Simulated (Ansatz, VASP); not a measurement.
**Cross-check of H between VASP and Ansatz**

One calculation is typed for both programs; each brings its own data sets. How far apart do they land? The two relaxations start from unlike cells of this crystal (the structure described is Ansatz's start), so only their ends are compared.

Main program and level: Ansatz 0.2.0; plane waves, with VASP 6.6.1 beside it; relaxation of cell and atoms at r2SCAN.

## (1) The starting structure

It takes space group Cmcm (No. 63, orthorhombic). Conventional cell: a = 3.297 Å, b = 5.463 Å, c = 6.314 Å, α = 90.00°, β = 90.00°, γ = 90.00°. Nearest to H lie 1 H at 0.74 Å.

Coordinates:

```
H
1.0
     1.64853   -2.73169    0.00000
     1.64853    2.73169    0.00000
     0.00000    0.00000    6.31377
H
4
Direct
  0.56781 0.43219 0.99951
  0.43219 0.56781 0.00048
  0.43219 0.56781 0.49951
  0.56781 0.43219 0.50049
```

## (2) VASP: relaxation of cell and atoms, r2SCAN

The relaxed volume is the usual yardstick between codes: in a stiff, nearly cubic crystal its relative difference is about their pressure difference at one cell divided by the bulk modulus.

Lines of VASP's logs that name or quote its potential files are left out, and so is its time.

Contents of INCAR:

```
SYSTEM = H
PREC = Accurate
ENCUT = 550
EDIFF = 1E-07
NELM = 120
ISMEAR = 0
SIGMA = 0.02
LREAL = .FALSE.
ALGO = Normal
METAGGA = R2SCAN
LASPH = .TRUE.
NBANDS = 8
LORBIT = 11
LWAVE = .FALSE.
LCHARG = .FALSE.
ISIF = 3
IBRION = 2
NSW = 80
EDIFFG = -0.005
GGA_COMPAT = .FALSE.
NELMIN = 4
EFERMI = MIDGAP
LMIXTAU = .TRUE.
KPAR = 2
```

Contents of POSCAR:

```
H
1.0
    1.6974536292     -2.7911131513      0.0000000000
    1.6974536292      2.7911131513      0.0000000000
    0.0000000000      0.0000000000      6.5131708421
H
4
Direct
    0.5663935755      0.4336064245      0.9993569642
    0.4336064245      0.5663935755      0.0006428774
    0.4336064245      0.5663935755      0.4993570434
    0.5663935755      0.4336064245      0.5006429566
```

Contents of KPOINTS:

```
Automatic mesh
0
Gamma
8 8 4
0 0 0
```

PAW data sets: H (PBE family, release 64).

Command:

```console
$ mpirun -np 2 vasp_std
```

Numbers of over 12 decimals in the logs are rounded to 6 here.

Log:

```text
[banner, memory and clock lines left out]
running    2 mpi-ranks, on    1 nodes
 distrk:  each k-point on    1 cores,    2 groups
 distr:  one band on    1 cores,    1 groups

 POSCAR found type information on POSCAR H
 POSCAR found :  1 types and       4 ions
|                                                                             |
|               ----> ADVICE to this user running VASP <----                  |
|                                                                             |
|     You enforced a specific xc type in the INCAR file but a different       |
|     [... a line on the potential file left out ...]
|     I HOPE YOU KNOW WHAT YOU ARE DOING!                                     |
|                                                                             |

 LDA part: xc-table for (None), standard interpolation
 POSCAR, INCAR and KPOINTS ok, starting setup
 FFT: planning ... GRIDC
 FFT: planning ... GRID_SOFT
 FFT: planning ... GRID
 WAVECAR not read
 entering main loop
       N       E                     dE             d eps       ncg     rms          rms(c)
DAV:   1    -0.649911212546E+01   -0.64991E+01   -0.16130E+03  1008   0.371E+02
DAV:   2    -0.151119084754E+02   -0.86128E+01   -0.86128E+01  1384   0.490E+01
DAV:   3    -0.153041643412E+02   -0.19226E+00   -0.19226E+00  1208   0.812E+00
DAV:   4    -0.153046606446E+02   -0.49630E-03   -0.49630E-03  1392   0.444E-01
DAV:   5    -0.153046610124E+02   -0.36780E-06   -0.36780E-06  1200   0.987E-03    0.611E+00
DAV:   6    -0.144039599767E+02    0.90070E+00   -0.43087E-01  1120   0.290E+00    0.336E+00
DAV:   7    -0.137088980069E+02    0.69506E+00   -0.28457E-01  1088   0.367E+00    0.348E-01
DAV:   8    -0.137207611981E+02   -0.11863E-01   -0.34315E-01  1040   0.340E+00    0.496E-01
DAV:   9    -0.140056465054E+02   -0.28489E+00   -0.77512E-02  1008   0.235E+00    0.176E-01
DAV:  10    -0.139694463020E+02    0.36200E-01   -0.45273E-02  1024   0.199E+00    0.873E-02
DAV:  11    -0.138704154208E+02    0.99031E-01   -0.31662E-02  1008   0.194E+00    0.311E-02
DAV:  12    -0.138047613438E+02    0.65654E-01   -0.25145E-02  1008   0.187E+00    0.145E-02
DAV:  13    -0.137970514094E+02    0.77099E-02   -0.73215E-03  1032   0.101E+00    0.170E-02
DAV:  14    -0.138020937396E+02   -0.50423E-02   -0.24602E-04  1040   0.198E-01    0.163E-02
[...]
DAV:  24    -0.137931727454E+02   -0.97811E-06   -0.12198E-06  1120   0.120E-02    0.336E-03
DAV:  25    -0.137931740161E+02   -0.12707E-05   -0.42687E-07  1040   0.739E-03    0.276E-03
DAV:  26    -0.137931746825E+02   -0.66636E-06   -0.89154E-07  1008   0.933E-03    0.212E-03
DAV:  27    -0.137931752136E+02   -0.53115E-06   -0.46185E-07  1024   0.798E-03    0.134E-03
DAV:  28    -0.137931755768E+02   -0.36322E-06   -0.32109E-07  1024   0.655E-03    0.901E-04
DAV:  29    -0.137931759549E+02   -0.37807E-06   -0.12015E-07  1072   0.389E-03    0.515E-04
DAV:  30    -0.137931754329E+02    0.52199E-06   -0.11552E-07  1032   0.333E-03    0.155E-04
DAV:  31    -0.137931753880E+02    0.44925E-07   -0.48088E-08  1008   0.289E-03
   1 F= -.13793175E+02 E0= -.13793175E+02  d E =-.137932E+02
[... from here on, the cycles between the ionic steps are left out ...]
   5 F= -.13793216E+02 E0= -.13793216E+02  d E =-.408444E-04
   6 F= -.13793217E+02 E0= -.13793217E+02  d E =-.125195E-05
   7 F= -.13793221E+02 E0= -.13793221E+02  d E =-.503395E-05
   8 F= -.13793229E+02 E0= -.13793229E+02  d E =-.127099E-04
   9 F= -.13793244E+02 E0= -.13793244E+02  d E =-.277179E-04
  10 F= -.13793273E+02 E0= -.13793273E+02  d E =-.569144E-04
  11 F= -.13793328E+02 E0= -.13793328E+02  d E =-.111913E-03
  12 F= -.13793425E+02 E0= -.13793425E+02  d E =-.208567E-03
  13 F= -.13793565E+02 E0= -.13793565E+02  d E =-.348767E-03
 curvature: -21.01 expect dE=-0.130E-02 dE for cont linesearch -0.510E-04
 ZBRENT: increasing intervall
 opt :   3.3924  next Energy=   -13.793635 (dE=-0.419E-03)
 bond charge predicted
       N       E                     dE             d eps       ncg     rms          rms(c)
DAV:   1    -0.137991135019E+02   -0.55484E-02   -0.86979E-02  1008   0.196E+00    0.227E-01
DAV:   2    -0.137930969154E+02    0.60166E-02   -0.12390E-03  1024   0.322E-01    0.136E-01
DAV:   3    -0.137917098780E+02    0.13870E-02   -0.10361E-02  1024   0.122E+00    0.200E-02
DAV:   4    -0.137922296026E+02   -0.51972E-03   -0.64853E-04  1008   0.340E-01    0.173E-02
DAV:   5    -0.137966109361E+02   -0.43813E-02   -0.15846E-03  1032   0.371E-01    0.617E-03
DAV:   6    -0.137938203628E+02    0.27906E-02   -0.14622E-03  1008   0.535E-01    0.424E-03
DAV:   7    -0.137936178916E+02    0.20247E-03   -0.63941E-05  1008   0.113E-01    0.427E-03
DAV:   8    -0.137936394080E+02   -0.21516E-04   -0.14480E-05  1064   0.387E-02    0.228E-03
DAV:   9    -0.137936382486E+02    0.11593E-05   -0.16680E-06  1016   0.144E-02    0.605E-04
DAV:  10    -0.137936371205E+02    0.11281E-05   -0.49688E-06  1008   0.292E-02    0.627E-04
DAV:  11    -0.137936368601E+02    0.26041E-06   -0.13511E-07  1056   0.368E-03    0.477E-04
DAV:  12    -0.137936369586E+02   -0.98479E-07   -0.99946E-08  1008   0.340E-03
  14 F= -.13793637E+02 E0= -.13793637E+02  d E =-.420726E-03
 curvature: -28.91 expect dE=-0.461E-04 dE for cont linesearch -0.656E-05
 trial: gam= 0.00000 g(F)=  0.591E-06 g(S)=  0.100E-05 ort =-0.379E-04 (trialstep = 0.682E+00)
 search vector abs. value=  0.160E-05
 reached required accuracy - stopping structural energy minimisation
```

From OUTCAR (step 2):

```text
ion  position               nearest neighbor table
   1  0.566  0.434  0.999-   2 0.74
   2  0.434  0.566  0.001-   1 0.74
   3  0.434  0.566  0.499-   4 0.74
   4  0.566  0.434  0.501-   3 0.74

  LATTYP: Found a base centered orthorhombic cell.
 ALAT       =     3.3949072584
 B/A-ratio  =     1.6442941965
 C/A-ratio  =     1.9185121555

 Subroutine GETGRP returns: Found  8 space group operations
 (whereof  4 operations were pure point group operations)

The static configuration has the point symmetry C_2h.
 The point group associated with its full space group is D_2h.

 Found     63 irreducible k-points:

   k-points           NKPTS =     63   k-points in BZ     NKDIM =     63   number of bands    NBANDS=      8

   dimension x,y,z NGX =    28 NGY =   28 NGZ =   50
   dimension x,y,z NGXF=    56 NGYF=   56 NGZF=  100

   ENCUT  =  550.0 eV  40.42 Ry    6.36 a.u.   6.25  6.25 12.45*2*pi/ulx,y,z

   NELECT =       4.0000    total number of electrons

 k-points in reciprocal lattice and weights: Automatic mesh
   0.00000000  0.00000000  0.00000000       0.004
   0.12500000  0.00000000  0.00000000       0.016
   0.25000000  0.00000000  0.00000000       0.016
   0.37500000  0.00000000  0.00000000       0.016
   0.50000000  0.00000000  0.00000000       0.008
   0.12500000  0.12500000  0.00000000       0.008
   0.25000000  0.12500000  0.00000000       0.016
   0.37500000  0.12500000  0.00000000       0.016
   0.50000000  0.12500000  0.00000000       0.016
[...]
-0.37500000  0.37500000  0.50000000       0.008
   0.50000000  0.50000000  0.50000000       0.004

 average (electrostatic) potential at core
       1 -42.7522       2 -42.7522       3 -42.7522       4 -42.7522

 E-fermi :  -4.6041

 k-point     1 :       0.0000    0.0000    0.0000
  band No.  band energies     occupation
      1     -10.8114      2.00000
      2     -10.3034      2.00000
      3       1.0544      0.00000
      4       3.6135      0.00000
      5       7.7746      0.00000
      6       8.1951      0.00000
      7       8.4477      0.00000
    ...

 k-point     2 :       0.1250    0.0000    0.0000
  band No.  band energies     occupation
      1     -10.6969      2.00000
      2     -10.2057      2.00000
      3       1.3261      0.00000
      4       3.2975      0.00000
      5       6.6256      0.00000
      6       7.3842      0.00000
      7       9.0795      0.00000
    ...

 k-point     3 :       0.2500    0.0000    0.0000
  band No.  band energies     occupation
      1     -10.4013      2.00000
      2      -9.9559      2.00000
      3       2.1353      0.00000
      4       2.3902      0.00000
      5       4.8083      0.00000
      6       6.9142      0.00000
      7       9.0026      0.00000
    ...

  Total       -0.0011119     -0.0088264     -0.0020416      0.0000000      0.0000000      0.0000000
  in kB       -0.0273852     -0.2173768     -0.0502814      0.0000000      0.0000000      0.0000000
  external PRESSURE =      -0.0983478 kB  Pullay stress =       0.0000000 kB

  energy-cutoff  :      550.00
  volume of cell :       65.05
      direct lattice vectors                 reciprocal lattice vectors
     1.732064232 -2.822076559 -0.000000000     0.288672897 -0.177174499 -0.000000000
     1.732064232  2.822076559  0.000000000     0.288672897  0.177174499  0.000000000
     0.000000000 -0.000000000  6.654522159     0.000000000 -0.000000000  0.150273750

 POSITION                                       TOTAL-FORCE (eV/Angst)
 -----------------------------------------------------------------------------------
      1.73206     -0.37063      6.64865         0.000000      0.001658     -0.000559
      1.73206      0.37063      0.00588         0.000000     -0.001658      0.000559
      1.73206      0.37063      3.32139         0.000000     -0.001658     -0.000559
      1.73206     -0.37063      3.33314         0.000000      0.001658      0.000559
 -----------------------------------------------------------------------------------
    total drift:                               -0.000000     -0.000007     -0.000000

  FREE ENERGIE OF THE ION-ELECTRON SYSTEM (eV)
  ---------------------------------------------------
  free  energy   TOTEN  =       -13.7936369586 eV

  energy  without entropy=      -13.7936369586  energy(sigma->0) =      -13.79363696

 reached required accuracy - stopping structural energy minimisation

 total charge
# of ion       s       p       d       tot
------------------------------------------
    1        0.615   0.031   0.000   0.647
    2        0.615   0.031   0.000   0.647
    3        0.615   0.031   0.000   0.647
    4        0.615   0.031   0.000   0.647
--------------------------------------------------
tot          2.461   0.125   0.000   2.586

[... 3 further parts left out ...]
```

CONTCAR:

```
H
   1.00000000000000
     1.7320642319232626   -2.8220765586120771   -0.0000000000000000
     1.7320642319232626    2.8220765586120771    0.0000000000000000
     0.0000000000000000   -0.0000000000000000    6.6545221587408498
  H
     4
Direct
     0.5656656795173195    0.4343343204826804    0.9991169516894720
     0.4343343204826804    0.5656656795173195    0.0008828899105221
     0.4343343204826804    0.5656656795173195    0.4991170308894785
     0.5656656795173195    0.4343343204826804    0.5008829691105214
```

The run keeps the 8 symmetry operations of its start, so it cannot find a distortion of lower symmetry.

(Continued in part 2 of 2.)

[Lines on the potential files, build, host, timing and source positions are cut from VASP's logs without a mark.]

[Logs are printed without paths, hosts, clocks, repeated set-up lines and the standing remarks that a program may print on its own settings, such as how far it seeks lower states.]

[Hosts, paths, dates, database ids (printed as entryN), source tags and the programs' standing remarks are cut or masked in the printed files.]
